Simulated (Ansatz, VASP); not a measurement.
# Cd3SeS2 in VASP and in Ansatz

INCAR

```
SYSTEM = Cd3SeS2
PREC = Accurate
ENCUT = 520
EDIFF = 1E-7
ISMEAR = 0
SIGMA = 0.1
LREAL = .False.
LASPH = .True.
NELM = 100
ALGO = Normal
ISIF = 2
LWAVE = .False.
LCHARG = .False.
GGA = PE
NBANDS = 36
```

Contents of KPOINTS:

```
Automatic mesh
0
Gamma
  4 4 4
  0 0 0
```

Contents of POSCAR:

```
Cd3SeS2
1.0
    4.9034030300      0.0000000000      0.0000000000
    0.0000000000      4.9034030300      0.0000000000
    0.0000000000      0.0000000000      6.9828108900
Cd Se S
3 1 2
Direct
    0.5000000000      0.5000000000      0.0000000000
    0.0000000000      0.0000000000      0.0000000000
    0.5000000000      0.5000000000      0.5000000000
    0.0000000000      0.0000000000      0.5000000000
    0.0000000000      0.5000000000      0.2679100000
    0.5000000000      0.0000000000      0.7320900000
```

Input for Ansatz:

```yaml
crystal:
  lattice:
    - [4.90340303, 0.0, 0.0]
    - [0.0, 4.90340303, 0.0]
    - [0.0, 0.0, 6.98281089]
  atoms:
    - { symbol: Cd, position: [0.5, 0.5, 0.0] }
    - { symbol: Cd, position: [0.0, 0.0, 0.0] }
    - { symbol: Cd, position: [0.5, 0.5, 0.5] }
    - { symbol: Se, position: [0.0, 0.0, 0.5] }
    - { symbol: S, position: [0.0, 0.5, 0.26791] }
    - { symbol: S, position: [0.5, 0.0, 0.73209] }
basis:
  ecutwfc: 420
kpoints:
  mp_grid: { grid: [4, 4, 4] }
hamiltonian:
  xc: pbe
scf:
  occupations: { method: gaussian, width: 0.1 }
  lower_state_search: "off"
output:
  forces: true
  stress: true
  eigenvalues: true
```

Change from the starting cell: species swapped into the Li3MnAs2 type (P-4m2, No. 115).

Alike in both runs: task single point; functional PBE; k mesh 4 × 4 × 4; occupations gaussian, width 0.1 eV; no spin polarisation.

```csv
,VASP,Ansatz
version,VASP 6.6.1,Ansatz 0.2.0
potentials or method,"VASP PAW PBE potentials, release 64 (Cd, Se, S)","scalar-relativistic, plane waves, PAW"
plane-wave cutoff (eV),520,420
valence electrons in the cell,54,88
```

```csv
,VASP,Ansatz,Ansatz less VASP
gap on the k mesh at the Fermi level (eV),none,none,-
pressure (GPa),-4.4,-4.5,-0.09
largest component of the traceless stress (GPa),0.52,0.52,+0.001
rms of the force components (eV/Å),0.271,0.271,+0.0005
```

Atom by atom the forces differ by 0.000 eV/Å (rms over components). A gap of «none» marks a metal or a gap that the smearing closes. With one functional, cell and mesh, what is left measures potentials, basis and numerics. The two sets of potentials don't hold the same shells in valence.
